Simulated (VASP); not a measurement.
A convergence study with VASP on Lu (space group no. 194 when undisturbed): one setting is varied, all else stays as given below, so the limit is that of these other settings. One atom is moved off its site, so that forces are finite.

```yaml
crystal:
  lattice:
    - [1.74125, -3.01593, 0.00000]
    - [1.74125, 3.01593, 0.00000]
    - [0.00000, 0.00000, 5.52225]
  atoms:
    - { symbol: Lu, position: [0.33333, 0.66667, 0.25905] }
    - { symbol: Lu, position: [0.66667, 0.33333, 0.75000] }
```

Calculation: PBE GGA, VASP's PBE PAW potentials (set 64) (plane waves; VASP). The tightest run used: 300 eV cut-off, 21×21×12 Γ-centred mesh, Gaussian smearing of 0.10 eV, potentials Lu_3.

```tsv
setting	E (eV/atom)	pressure (GPa)	largest force (eV/Å)	irreducible k-points
2×2×1 mesh	-4.9960	-9.20	0.269	2
2×2×2 mesh	-4.9154	-5.64	0.218	4
3×3×2 mesh	-4.3691	0.19	0.249	6
4×4×2 mesh	-4.4337	1.67	0.159	8
4×4×3 mesh	-4.4245	1.56	0.225	9
5×5×3 mesh	-4.4176	1.06	0.240	12
6×6×3 mesh	-4.4510	0.20	0.211	17
6×6×4 mesh	-4.4588	0.71	0.234	24
7×7×4 mesh	-4.4545	0.60	0.205	28
```

Problem. These are the cheaper rows. Estimate the results at 21×21×12 mesh, and how far the last row shown lies from them.

Solution. 
| quantity | tightest run | last row shown is off by |
|---|---|---|
| E (eV/atom) | -4.4477 | -0.0068 |
| pressure (GPa) | 0.72 | -0.12 |
| largest force (eV/Å) | 0.222 | -0.016 |

Left out are rungs that failed or repeat a setting and relaxations that didn't move; long series are thinned to 24 rows.

The structure is a typed Lu crystal (space group no. 194). The cell was not relaxed at this level, it is distorted from the ideal structure.
